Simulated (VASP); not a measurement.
These are PBE GGA + U (Dudarev), VASP's PBE PAW potentials (set 64) (plane waves; VASP) values and carry that method's errors.

The input files of a VASP run:

**KPOINTS**
```
kpoints
0
gamma
 13 13 12
0 0 0
```

INCAR:
```
SYSTEM = WC
PREC = Accurate; ENCUT = 520; LREAL = .False.
LASPH = .True.
EDIFF = 1E-6; NELM = 100; ALGO = Normal
LMAXMIX = 6
ISMEAR = 1; SIGMA = 0.1
GGA = PE
LDAUL = 2 -1
LDAUU = 8.0 0
LDAUJ = 0 0
LDAU = .True.; LDAUTYPE = 2; LDAUPRINT = 1
ISIF = 2
LWAVE = .False.; LCHARG = .False.; LORBIT = 10
```

POSCAR:
```
WC
1
    1.4526280000    -2.5409870000     0.0000000000
    1.4526280000     2.5409870000     0.0000000000
    0.0000000000     0.0000000000     2.7686920000
W C
1 1
Direct
  0.0000000000   0.0000000000   0.0000000000
  0.3588770000   0.6922110000   0.5000000000
```

POTCAR, in this order: W_sv C (PBE.64 set). Program: vasp_std.

Output

OSZICAR:
```
       N       E                     dE             d eps       ncg     rms          rms(c)
DAV:   1     0.119921844711E+03    0.11992E+03   -0.98530E+03 15502   0.155E+03
DAV:   2    -0.132055173397E+02   -0.13313E+03   -0.12952E+03 17560   0.384E+02
DAV:   3    -0.172453087078E+02   -0.40398E+01   -0.40087E+01 19178   0.618E+01
DAV:   4    -0.172837638309E+02   -0.38455E-01   -0.38433E-01 17003   0.633E+00
DAV:   5    -0.172840709455E+02   -0.30711E-03   -0.30711E-03 18605   0.586E-01    0.325E+01
DAV:   6    -0.134591565026E+02    0.38249E+01   -0.11486E+01 17925   0.350E+01    0.829E+00
DAV:   7    -0.134301733810E+02    0.28983E-01   -0.38406E-01 16980   0.531E+00    0.467E+00
DAV:   8    -0.134019514929E+02    0.28222E-01   -0.96353E-02 17495   0.237E+00    0.765E-01
DAV:   9    -0.133997346241E+02    0.22169E-02   -0.92913E-03 16550   0.632E-01    0.155E-01
DAV:  10    -0.134000825553E+02   -0.34793E-03   -0.12571E-03 17190   0.372E-01    0.673E-02
DAV:  11    -0.134001248494E+02   -0.42294E-04   -0.15862E-04 17850   0.102E-01    0.161E-02
DAV:  12    -0.134001440084E+02   -0.19159E-04   -0.53637E-05 18080   0.458E-02    0.579E-03
DAV:  13    -0.134001463750E+02   -0.23666E-05   -0.54016E-06 17036   0.150E-02    0.266E-03
DAV:  14    -0.134001467009E+02   -0.32594E-06   -0.54696E-07  7885   0.485E-03
   1 F= -.13400147E+02 E0= -.13400094E+02  d E =-.157097E-03
```

### OUTCAR
```
------------------------ aborting loop because EDIFF is reached ----------------------------------------
  FORCE on cell =-STRESS in cart. coord.  units (eV):
  Direction    XX          YY          ZZ          XY          YZ          ZX
  --------------------------------------------------------------------------------------
  Total        3.7399976      2.9884249      6.8477511     -0.5781807      0.0000000      0.0000000
  in kB      293.1705951    234.2563841    536.7808956    -45.3223767      0.0000000      0.0000000
  external PRESSURE =     354.7359583 kB  Pullay stress =       0.0000000 kB
  volume of cell :       20.44
      direct lattice vectors                 reciprocal lattice vectors
     1.452628000 -2.540987000  0.000000000     0.344203747 -0.196773931  0.000000000
     1.452628000  2.540987000  0.000000000     0.344203747  0.196773931  0.000000000
     0.000000000  0.000000000  2.768692000     0.000000000  0.000000000  0.361181381
 POSITION                                       TOTAL-FORCE (eV/Angst)
 -----------------------------------------------------------------------------------
      0.00000      0.00000      0.00000         1.305098     -0.119019      0.000000
      1.52684      0.84700      1.38435        -1.305098      0.119019      0.000000
 -----------------------------------------------------------------------------------
    total drift:                               -0.000004     -0.000034      0.000000
  FREE ENERGIE OF THE ION-ELECTRON SYSTEM (eV)
  ---------------------------------------------------
  free  energy   TOTEN  =       -13.4001467009 eV

  energy  without entropy=      -13.3999896036  energy(sigma->0) =      -13.40009434

 total charge

# of ion       s       p       d       tot
------------------------------------------
    1        2.378   6.475   3.220  12.073
    2        0.860   1.640   0.000   2.500
--------------------------------------------------
tot          3.237   8.116   3.220  14.573
```
(Selected blocks of OUTCAR.)

### OUTCAR
```
 val. band max:       11.9765606284   @ k =   0.0769   0.4615   0.5000

 cond. band min:      12.0131858005   @ k =   0.3846   0.2308   0.0000


 Fermi energy:        11.9998603831

 k-point     1 :       0.0000    0.0000    0.0000
  band No.  band energies     occupation
      1     -63.2241      2.00000
      2     -27.1093      2.00000
      3     -27.0736      2.00000
      4     -27.0699      2.00000
      5      -3.0930      2.00000
      6       7.4257      2.00000
      7       8.3389      2.00000
      8       8.5951      2.00000
      9      11.9762      1.38847
     10      15.5969      0.00000
     11      16.0603      0.00000
     12      17.0024      0.00000
     13      17.5733      0.00000

 k-point     2 :       0.0769    0.0000    0.0000
  band No.  band energies     occupation
      1     -63.2210      2.00000
      2     -27.1251      2.00000
      3     -27.1158      2.00000
      4     -27.0639      2.00000
      5      -2.9306      2.00000
      6       7.4253      2.00000
      7       8.3614      2.00000
      8       8.5014      2.00000
      9      11.5646      2.00000
     10      15.9125      0.00000
     11      16.1750      0.00000
     12      16.8345      0.00000
     13      17.7053      0.00000

 k-point     3 :       0.0000    0.0769    0.0000
  band No.  band energies     occupation
      1     -63.2210      2.00000
      2     -27.1471      2.00000
      3     -27.0929      2.00000
      4     -27.0642      2.00000
      5      -2.9378      2.00000
      6       7.4643      2.00000
      7       8.1845      2.00000
      8       8.6433      2.00000
      9      11.6696      2.00003
     10      15.5480      0.00000
     11      16.3942      0.00000
     12      16.9901      0.00000
     13      17.5988      0.00000

 k-point     4 :       0.1538    0.0000    0.0000
  band No.  band energies     occupation
      1     -63.2122      2.00000
      2     -27.2506      2.00000
      3     -27.1490      2.00000
...
```

Unless said otherwise, spin-orbit coupling is left out, though it shifts the bands of the heavy elements here.

The compound is WC in the wc structure. The cell was not relaxed at this level, atoms are displaced from their ideal sites. The run is one of a series of settings (LDAU = .TRUE., LDAUJ = 0 0, LDAUL = 2 -1, LDAUTYPE = 2, LDAUU = 8.0 0 against the base run), some of them coarse on purpose.
